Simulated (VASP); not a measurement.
# AlB3P4 (P-4m2) in VASP: further runs

Aim: see how the results for AlB3P4 move with the level of theory and the settings. Levels: PBE, HSE06. Tasks: single point.

All numbers are computed with VASP 6.6.1; they aren't measurements. Logs are shortened: lines on timing, memory, paths and dates and some standing lists are left out, and cuts for length are marked.

## (1) The crystal as given

The structure is tetragonal, space group P-4m2 (No. 115). Conventional cell: a = 3.344 Å, b = 3.344 Å, c = 9.833 Å, α = 90.00°, β = 90.00°, γ = 90.00°. Around Al (site symmetry -4m2) lie 4 P at 2.30 Å. B (site symmetry 2mm) is surrounded by 4 P at 2.00 to 2.01 Å. B (site symmetry -4m2) has 4 P at 2.01 Å as nearest neighbours. P (site symmetry 2mm) is surrounded by 4 B at 2.01 Å. P (site symmetry 2mm) is surrounded by 2 B at 2.00 Å and 2 Al at 2.30 Å.

The cell was built by a generator and needn't be a form met in nature.

## (2) Single point, PBE

INCAR reads:

```
SYSTEM = AlB3P4
PREC = Accurate ; ENCUT = 520
EDIFF = 1E-6 ; ISMEAR = 0
SIGMA = 0.02 ; LREAL = .False.
LASPH = .True. ; NELM = 60
ALGO = Fast ; ISIF = 2
LWAVE = .False. ; LCHARG = .False.
GGA = PE ; KPAR = 2
```

KPOINTS reads:

```
regular mesh
0
Gamma
  6 6 2
  0 0 0
```

POSCAR reads:

```
AlB3P4
1.0
    3.3435800000      0.0000000000      0.0000000000
    0.0000000000      3.3435800000      0.0000000000
    0.0000000000      0.0000000000      9.8333600000
Al B P
1 3 4
Direct
    0.0000000000      0.0000000000      0.0000000000
    0.5000000000      0.5000000000      0.7273140000
    0.0000000000      0.0000000000      0.5000000000
    0.5000000000      0.5000000000      0.2726860000
    0.0000000000      0.5000000000      0.6136170000
    0.5000000000      0.0000000000      0.3863830000
    0.0000000000      0.5000000000      0.1608160000
    0.5000000000      0.0000000000      0.8391840000
```

Potentials or basis: VASP PAW PBE potentials, release 64 (Al, B, P).

Run with:

```
> cat potpaw_PBE.64/Al/POTCAR potpaw_PBE.64/B/POTCAR potpaw_PBE.64/P/POTCAR > POTCAR
> mpirun -np 2 vasp_std > vasp.out
```

OUTCAR:

```text
SYSTEM = AlB3P4
   PREC = Accurate
   ENCUT = 520
   EDIFF = 1E-6
   ISMEAR = 0
   LREAL = .False.
   LASPH = .True.
   NELM = 60
   ISIF = 2
   GGA = PE

 ion  position               nearest neighbor table
   1  0.000  0.000  0.000-   7 2.30   8 2.30   7 2.30   8 2.30
   2  0.500  0.500  0.727-   8 2.00   8 2.00   5 2.01   5 2.01
   3  0.000  0.000  0.500-   5 2.01   6 2.01   5 2.01   6 2.01
   4  0.500  0.500  0.273-   7 2.00   7 2.00   6 2.01   6 2.01
   5  0.000  0.500  0.614-   3 2.01   3 2.01   2 2.01   2 2.01
   6  0.500  0.000  0.386-   3 2.01   3 2.01   4 2.01   4 2.01
   7  0.000  0.500  0.161-   4 2.00   4 2.00   1 2.30   1 2.30
   8  0.500  0.000  0.839-   2 2.00   2 2.00   1 2.30   1 2.30

  LATTYP: Found a simple tetragonal cell.
 ALAT       =     3.3435800000
 C/A-ratio  =     2.9409674660

  Lattice vectors:

 A1 = (   3.3435800000,   0.0000000000,   0.0000000000)
 A2 = (   0.0000000000,   3.3435800000,   0.0000000000)
 A3 = (   0.0000000000,   0.0000000000,   9.8333600000)

Analysis of symmetry for initial positions (statically):
=====================================================================
 Subroutine PRICEL returns:
 Original cell was already a primitive cell.

 Routine SETGRP: Setting up the symmetry group for a
 simple tetragonal supercell.

 Subroutine GETGRP returns: Found  8 space group operations
 (whereof  8 operations were pure point group operations)
 out of a pool of 16 trial point group operations.

The static configuration has the point symmetry D_2d.

Analysis of symmetry for dynamics (positions and initial velocities):
=====================================================================
 Subroutine PRICEL returns:
 Original cell was already a primitive cell.

 Routine SETGRP: Setting up the symmetry group for a
 simple tetragonal supercell.

 Subroutine GETGRP returns: Found  8 space group operations
 (whereof  8 operations were pure point group operations)
 out of a pool of 16 trial point group operations.

The dynamic configuration has the point symmetry D_2d.

 Subroutine INISYM returns: Found  8 space group operations
 (whereof  8 operations are pure point group operations),
 and found     1 'primitive' translations

----------------------------------------------------------------------------------------
[... 105 lines left out ...]
   NFREE  =      0    steps in history (QN), initial steepest desc. (CG)
   ISIF   =      2    stress and relaxation
   ISYM   =      2    0-nonsym 1-usesym 2-fastsym
   POTIM  = 0.5000    time-step for ionic-motion
   TEBEG  =    0.0;   TEEND  =   0.0 temperature during run
   PSTRESS=    0.0 pullay stress
   NELECT =      32.0000    total number of electrons
   NUPDOWN=      -1.0000    fix difference up-down
   EMIN   =  10.00;   EMAX   =-10.00  energy-range for DOS
   EFERMI =   0.00;   METHOD = LEGACY
   ISMEAR =     0;   SIGMA  =   0.02  broadening in eV -4-tet -1-fermi 0-gaus
   EFERMI_NEDOS =   21; number of points for ismear=-14 and -15
   IALGO  =     68    algorithm
   IMIX   =      4    mixing-type and parameters
     AMIX     =   0.40;   BMIX     =  1.00
     AMIX_MAG =   1.60;   BMIX_MAG =  1.00
  volume/ion in A,a.u.               =      13.74        92.73
  Fermi-wavevector in a.u.,A,eV,Ry     =   1.084967  2.050290 16.016132  1.177153
  Thomas-Fermi vector in A             =   2.221069
   LORBIT       =      0    0 simple, 1 ext, 2 COOP (PROOUT), +10 PAW based schemes
   GGA     = PE    functional components
   LHFCALC =     F    Hartree Fock is set to
   AEXX    =    0.0000 exact exchange contribution
   IVDW    =     0    specifies the selected vdW correction
   LEPSILON=     F    determine dielectric tensor
   LRPA    =     F    only Hartree local field effects (RPA)
 non-spin polarized calculation
 RMM-DIIS sequential band-by-band and
 Gauss-broadening in eV      SIGMA  =   0.02
  energy-cutoff  :      520.00
  volume of cell :      109.93
 maximum number of plane-waves:      3008
 NGX is ok and might be reduce to    28
   NGX = 13   NGY = 13   NGZ = 37

 number of electron      32.0000000 magnetization

 Free energy of the ion-electron system (eV)
  ---------------------------------------------------
  ext. energy  EPLUGINS =         0.00000000
  ---------------------------------------------------
  free energy    TOTEN  =       -47.74255865 eV

  energy without entropy =      -47.74255865  energy(sigma->0) =      -47.74255865

 E-fermi :   7.3777     XC(G=0): -10.3845

 val. band max:        7.2824362641   @ k =   0.0000   0.0000   0.0000
 cond. band min:       7.8041469961   @ k =   0.0000   0.0000   0.5000
 fundamental gap:      0.5217107320
 Fermi energy:         7.3776581264

 k-point     1 :       0.0000    0.0000    0.0000
  band No.  band energies     occupation
      1      -7.9239      2.00000
      2      -6.7884      2.00000
      3      -5.8780      2.00000
      4      -3.6164      2.00000
      5      -1.1486      2.00000
      6       2.7004      2.00000
[... 469 lines left out ...]
     20       9.5511      0.00000
     21       9.5813      0.00000

------------------------ aborting loop because EDIFF is reached ----------------------------------------

  FORCE on cell =-STRESS in cart. coord.  units (eV):
  Direction    XX          YY          ZZ          XY          YZ          ZX
  --------------------------------------------------------------------------------------
  -------------------------------------------------------------------------------------
  Total        0.1211953      0.1211953     -0.0719513      0.0000000     -0.0000000      0.0000000
  in kB        1.7663270      1.7663270     -1.0486342      0.0000000     -0.0000000      0.0000000
  external PRESSURE =       0.8280066 kB  Pullay stress =       0.0000000 kB

 VOLUME and BASIS-vectors are now :
 -----------------------------------------------------------------------------
  energy-cutoff  :      520.00
  volume of cell :      109.93
      direct lattice vectors                 reciprocal lattice vectors
     3.343580000  0.000000000  0.000000000     0.299080626  0.000000000  0.000000000
     0.000000000  3.343580000  0.000000000     0.000000000  0.299080626  0.000000000
     0.000000000  0.000000000  9.833360000     0.000000000  0.000000000  0.101694639

 POSITION                                       TOTAL-FORCE (eV/Angst)
 -----------------------------------------------------------------------------------
      0.00000      0.00000      0.00000        -0.000000      0.000000     -0.000000
      1.67179      1.67179      7.15194        -0.000000     -0.000000      0.001028
      0.00000      0.00000      4.91668        -0.000000      0.000000     -0.000000
      1.67179      1.67179      2.68142        -0.000000      0.000000     -0.001028
      0.00000      1.67179      6.03392        -0.000000      0.000000     -0.001238
      1.67179      0.00000      3.79944         0.000000     -0.000000      0.001238
      0.00000      1.67179      1.58136        -0.000000      0.000000      0.001052
      1.67179      0.00000      8.25200        -0.000000      0.000000     -0.001052
 -----------------------------------------------------------------------------------
    total drift:                               -0.000000     -0.000000      0.000000

  FREE ENERGIE OF THE ION-ELECTRON SYSTEM (eV)
  ---------------------------------------------------
  free  energy   TOTEN  =       -47.7425586459 eV

  energy  without entropy=      -47.7425586459  energy(sigma->0) =      -47.74255865
```

OSZICAR:

```text
N       E                     dE             d eps       ncg     rms          rms(c)
DAV:   1     0.104808044840E+03    0.10481E+03   -0.13493E+04   840   0.130E+03
DAV:   2    -0.417559878472E+02   -0.14656E+03   -0.13942E+03  1168   0.207E+02
DAV:   3    -0.494696772135E+02   -0.77137E+01   -0.76118E+01  1054   0.488E+01
DAV:   4    -0.496230441906E+02   -0.15337E+00   -0.15274E+00  1099   0.758E+00
DAV:   5    -0.496261954556E+02   -0.31513E-02   -0.31488E-02  1052   0.104E+00    0.122E+01
RMM:   6    -0.479991471347E+02    0.16270E+01   -0.24615E+00   852   0.720E+00    0.719E+00
RMM:   7    -0.477881199772E+02    0.21103E+00   -0.26399E+00   880   0.702E+00    0.182E+00
RMM:   8    -0.477435533520E+02    0.44567E-01   -0.39120E-01   877   0.352E+00    0.416E-01
RMM:   9    -0.477419089704E+02    0.16444E-02   -0.53649E-02  1004   0.126E+00    0.208E-01
RMM:  10    -0.477425154382E+02   -0.60647E-03   -0.86233E-03  1039   0.511E-01    0.107E-01
RMM:  11    -0.477426952986E+02   -0.17986E-03   -0.35601E-03   994   0.317E-01    0.680E-02
RMM:  12    -0.477425629051E+02    0.13239E-03   -0.49615E-04  1023   0.141E-01    0.333E-02
RMM:  13    -0.477425584233E+02    0.44818E-05   -0.29782E-04  1017   0.801E-02    0.232E-02
RMM:  14    -0.477425628009E+02   -0.43776E-05   -0.57093E-05  1037   0.372E-02    0.130E-02
RMM:  15    -0.477425593681E+02    0.34328E-05   -0.90045E-06   948   0.176E-02    0.664E-03
RMM:  16    -0.477425586459E+02    0.72223E-06   -0.70771E-06   936   0.125E-02
   1 F= -.47742559E+02 E0= -.47742559E+02  d E =-.448293E-13
```

Run time: 24 s. Hardware: 2 MPI ranks of Intel Xeon Platinum 8488C (Sapphire Rapids), shared host; peak memory 0.24 GiB.

Results:

* Free energy: -47.7426 eV
* Pressure: 0.1 GPa
* Band gap on the k mesh: 0.52 eV, indirect (least direct gap 0.60 eV)

Stress tensor (GPa, compression positive):
```
 0.18  0.00  0.00
 0.00  0.18  0.00
 0.00  0.00 -0.10
```

A k mesh can miss the band edges. Expect the measured gap to be larger: semilocal functionals such as PBE lack the derivative discontinuity.

## (3) Single point, HSE06

POSCAR is that of step 2.

INCAR.step1 reads:

```
SYSTEM = AlB3P4
PREC = Accurate ; ENCUT = 520
EDIFF = 1E-5 ; ISMEAR = 0
SIGMA = 0.02 ; LREAL = .False.
LASPH = .True. ; NELM = 40
ALGO = Normal ; ISIF = 2
LWAVE = .True. ; LCHARG = .False.
KPAR = 2 ; GGA = PE
```

INCAR.step2 reads:

```
SYSTEM = AlB3P4
PREC = Accurate ; ENCUT = 520
EDIFF = 1E-5 ; ISMEAR = 0
SIGMA = 0.02 ; LREAL = .False.
LASPH = .True. ; NELM = 40
ALGO = Normal ; ISIF = 2
LWAVE = .False. ; LCHARG = .False.
GGA = PE ; LHFCALC = .True.
HFSCREEN = 0.2 ; PRECFOCK = Fast
KPAR = 2 ; ISTART = 1
```

KPOINTS is that of step 2.

Potentials or basis: VASP PAW PBE potentials, release 64 (Al, B, P).

Run with:

```
> cat potpaw_PBE.64/Al/POTCAR potpaw_PBE.64/B/POTCAR potpaw_PBE.64/P/POTCAR > POTCAR
> cp INCAR.step1 INCAR
> mpirun -np 2 vasp_std > vasp.out
> cp INCAR.step2 INCAR
> mpirun -np 2 vasp_std > vasp.out
```

OUTCAR:

```text
SYSTEM = AlB3P4
   PREC = Accurate
   ENCUT = 520
   EDIFF = 1E-5
   ISMEAR = 0
   LREAL = .False.
   LASPH = .True.
   NELM = 40
   ISIF = 2
   GGA = PE
   LHFCALC = .True.
   HFSCREEN = 0.2
   PRECFOCK = Fast
   ISTART = 1

 ion  position               nearest neighbor table
   1  0.000  0.000  0.000-   7 2.30   8 2.30   7 2.30   8 2.30
   2  0.500  0.500  0.727-   8 2.00   8 2.00   5 2.01   5 2.01
   3  0.000  0.000  0.500-   5 2.01   6 2.01   5 2.01   6 2.01
   4  0.500  0.500  0.273-   7 2.00   7 2.00   6 2.01   6 2.01
[... 699 lines left out ...]
  Total       -1.5845795     -1.5845795     -1.9476471      0.0000000     -0.0000000      0.0000000
  in kB      -23.0940044    -23.0940044    -28.3854292      0.0000000     -0.0000000      0.0000000
  external PRESSURE =     -24.8578127 kB  Pullay stress =       0.0000000 kB

 VOLUME and BASIS-vectors are now :
 -----------------------------------------------------------------------------
  energy-cutoff  :      520.00
  volume of cell :      109.93
      direct lattice vectors                 reciprocal lattice vectors
     3.343580000  0.000000000  0.000000000     0.299080626  0.000000000  0.000000000
     0.000000000  3.343580000  0.000000000     0.000000000  0.299080626  0.000000000
     0.000000000  0.000000000  9.833360000     0.000000000  0.000000000  0.101694639

 POSITION                                       TOTAL-FORCE (eV/Angst)
 -----------------------------------------------------------------------------------
      0.00000      0.00000      0.00000        -0.000000     -0.000000      0.000000
      1.67179      1.67179      7.15194        -0.000000     -0.000000     -0.015430
      0.00000      0.00000      4.91668         0.000000     -0.000000      0.000000
      1.67179      1.67179      2.68142        -0.000000     -0.000000      0.015430
      0.00000      1.67179      6.03392        -0.000000     -0.000000      0.001354
      1.67179      0.00000      3.79944        -0.000000     -0.000000     -0.001354
      0.00000      1.67179      1.58136        -0.000000      0.000000     -0.071423
      1.67179      0.00000      8.25200         0.000000     -0.000000      0.071423
 -----------------------------------------------------------------------------------
    total drift:                                0.000063     -0.000038     -0.000003

  FREE ENERGIE OF THE ION-ELECTRON SYSTEM (eV)
  ---------------------------------------------------
  free  energy   TOTEN  =       -55.1168617875 eV

  energy  without entropy=      -55.1168617875  energy(sigma->0) =      -55.11686179
```

OUTCAR.step1:

```text
SYSTEM = AlB3P4
   PREC = Accurate
   ENCUT = 520
   EDIFF = 1E-5
   ISMEAR = 0
   LREAL = .False.
[... 721 lines left out ...]
      1.67179      0.00000      3.79944         0.000000     -0.000000      0.001046
      0.00000      1.67179      1.58136         0.000000     -0.000000      0.001451
      1.67179      0.00000      8.25200        -0.000000     -0.000000     -0.001451
 -----------------------------------------------------------------------------------
    total drift:                               -0.000000     -0.000000      0.000000

  FREE ENERGIE OF THE ION-ELECTRON SYSTEM (eV)
  ---------------------------------------------------
  free  energy   TOTEN  =       -47.7425586544 eV

  energy  without entropy=      -47.7425586544  energy(sigma->0) =      -47.74255865
```

OSZICAR.step1:

```text
N       E                     dE             d eps       ncg     rms          rms(c)
DAV:   1     0.104808044840E+03    0.10481E+03   -0.13493E+04   840   0.130E+03
DAV:   2    -0.417559878472E+02   -0.14656E+03   -0.13942E+03  1168   0.207E+02
DAV:   3    -0.494696772135E+02   -0.77137E+01   -0.76118E+01  1054   0.488E+01
DAV:   4    -0.496230441906E+02   -0.15337E+00   -0.15274E+00  1099   0.758E+00
DAV:   5    -0.496261954556E+02   -0.31513E-02   -0.31488E-02  1052   0.104E+00    0.122E+01
DAV:   6    -0.480399507297E+02    0.15862E+01   -0.29071E+00   980   0.808E+00    0.713E+00
DAV:   7    -0.477507236836E+02    0.28923E+00   -0.95763E-01  1099   0.467E+00    0.189E+00
DAV:   8    -0.477404591888E+02    0.10264E-01   -0.81156E-02  1040   0.160E+00    0.513E-01
DAV:   9    -0.477422429834E+02   -0.17838E-02   -0.56386E-03  1060   0.468E-01    0.181E-01
DAV:  10    -0.477424497456E+02   -0.20676E-03   -0.79921E-04  1020   0.149E-01    0.497E-02
DAV:  11    -0.477425266290E+02   -0.76883E-04   -0.70416E-05  1033   0.554E-02    0.249E-02
DAV:  12    -0.477425547976E+02   -0.28169E-04   -0.25270E-05   798   0.319E-02    0.698E-03
DAV:  13    -0.477425586544E+02   -0.38567E-05   -0.59981E-06   650   0.163E-02
   1 F= -.47742559E+02 E0= -.47742559E+02  d E =-.185430E-13
```

It took 12 min on 2 MPI ranks of Intel Xeon Platinum 8488C (Sapphire Rapids), shared host; peak memory 0.37 GiB.

What came out:

| Quantity | Value |
| --- | --- |
| Free energy | -55.1169 eV |
| Pressure | -2.5 GPa |
| Largest force | 0.071 eV/Å |
| Band gap on the k mesh | 1.25 eV, indirect (least direct gap 1.33 eV) |

Forces in eV/Å, atoms in the order of the input:
```
Al   0.000  0.000  0.000
B    0.000  0.000 -0.015
B    0.000  0.000  0.000
B    0.000  0.000  0.015
P    0.000  0.000  0.001
P    0.000  0.000 -0.001
P    0.000  0.000 -0.071
P    0.000  0.000  0.071
```

Stress tensor (GPa, compression positive):
```
-2.31  0.00  0.00
 0.00 -2.31  0.00
 0.00  0.00 -2.84
```

Caveat: the PAW data sets were made with another functional, which shifts forces and pressure a little. A k mesh can miss the band edges.
